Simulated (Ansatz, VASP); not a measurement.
# Two plane-wave programs on NaScTe2

File POSCAR:

```
NaScTe2
1.0
    4.3099310216      0.0000000000      0.0000000000
    0.0000000000      4.3099310216      0.0000000000
    0.0000000000      0.0000000000      5.8991668760
Na Te Sc
1 2 1
Direct
    0.0000000000      0.0000000000      0.0000000000
    0.0000000000      0.0000000000      0.5000000000
    0.5000000000      0.5000000000      0.0000000000
    0.5000000000      0.5000000000      0.5000000000
```

File INCAR.step1:

```
  ALGO = Normal
  EDIFF = 1E-4
  ENCUT = 520
  GGA = PE
  ISMEAR = -1
  LASPH = T
  LCHARG = F
  LREAL = F
  LWAVE = T
  NBANDS = 23
  NELM = 100
  PREC = Accurate
  SIGMA = 0.02
```

File INCAR.step2:

```
  ALGO = Normal
  EDIFF = 1E-7
  ENCUT = 520
  ISIF = 2
  ISMEAR = -1
  ISTART = 1
  LASPH = T
  LCHARG = T
  LELF = T
  LMIXTAU = T
  LREAL = F
  LVHAR = T
  LWAVE = F
  METAGGA = R2SCAN
  NBANDS = 23
  NELM = 100
  PREC = Accurate
  SIGMA = 0.02
```

KPOINTS

```
k-points
0
Gamma
  4 4 4
```

Input for Ansatz:

```yaml
crystal:
  lattice:
    - [4.3099310216, 0.0, 0.0]
    - [0.0, 4.3099310216, 0.0]
    - [0.0, 0.0, 5.899166876]
  atoms:
    - { symbol: Na, position: [0.0, 0.0, 0.0] }
    - { symbol: Te, position: [0.0, 0.0, 0.5] }
    - { symbol: Sc, position: [0.5, 0.5, 0.5] }
    - { symbol: Te, position: [0.5, 0.5, 0.0] }
kpoints:
  mp_grid: { grid: [4, 4, 4] }
hamiltonian:
  xc: r2scan
scf:
  occupations: { method: fermi_dirac, width: 0.02 }
  n_extra_bands: 5
output:
  forces: true
  stress: true
  eigenvalues: true
basis:
  ecutwfc: 600
```

Alike in both runs: task single point; functional r2SCAN; k mesh 4 × 4 × 4; occupations fermi-dirac, width 0.02 eV; no spin polarisation.

```csv
,VASP,Ansatz
version,VASP 6.6.1,Ansatz 0.2.0
potentials or method,"VASP PAW PBE potentials, release 64 (Na_pv, Te, Sc_sv)",plane waves
plane-wave cutoff (eV),520,600
valence electrons in the cell,30,52
```

Ansatz gave:

| Item | Value |
| --- | --- |
| pressure (GPa) | 0.0 |
| largest component of the traceless stress (GPa) | 0.05 |

Task: What did VASP give for the same quantities?

Result: Pressure (GPa): 0.0; largest component of the traceless stress (GPa): 0.07.

The two sets of potentials don't hold the same shells in valence.

Caveats: the k mesh is coarse (spacing up to 0.36 Å⁻¹), so the values aren't converged; the PAW data sets were made with another functional, which shifts forces and pressure a little (VASP). The runs have no spin-orbit coupling, so splittings on Te are missing.
